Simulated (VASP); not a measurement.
Here is the system:

```xyz
6
Lattice="1.5699 -2.7191 0.0000 1.5699 2.7191 0.0000 0.0000 0.0000 12.2947" Properties=species:S:1:pos:R:3 pbc="T T T"
W      1.5699     0.9064     3.0737
W      1.5699    -0.9064     9.2210
S      1.5699     0.9064    10.7763
S      1.5699    -0.9064     4.6289
S      1.5699    -0.9064     1.5184
S      1.5699     0.9064     7.6658
```

Calculation: PBE GGA with D3 dispersion (zero damping), VASP's PBE PAW potentials (set 64) (plane waves; VASP). Numerical set-up: 520 eV cut-off, 8×8×2 Γ-centred mesh, Gaussian smearing of 0.050 eV, potentials W_sv S.

### Question
The ions and cell shape at fixed volume are relaxed. Which structure does the run end with?

### Answer

```xyz
6
Lattice="1.5793 -2.7354 0.0000 1.5793 2.7354 0.0000 0.0000 0.0000 12.1486" Properties=species:S:1:pos:R:3 pbc="T T T"
W      1.5793     0.9118     3.0371
W      1.5793    -0.9118     9.1114
S      1.5793     0.9118    10.6844
S      1.5793    -0.9118     4.6101
S      1.5793    -0.9118     1.4642
S      1.5793     0.9118     7.5385
```
Space group P6_3/mmc (194), at a tolerance of 0.03 Å.

### Question
How much energy does the relaxation gain?

### Answer
The energy (σ→0) changes by -6.5 meV/atom, in 5 ionic steps.

```csv
step,E(σ→0) (eV),max force (eV/Å),pressure (GPa),volume (Å³)
1,-48.7190,0.571,5.28,104.96
2,-48.7446,0.063,2.20,104.96
3,-48.7456,0.036,2.68,104.96
4,-48.7556,0.021,1.99,104.96
5,-48.7579,0.009,1.49,104.96
```

The compound is WS2 in the 2H layered structure. This cell is one point of a volume scan, at 0.97 of the reference volume. Symmetry was kept, so distortions that lower it aren't found.
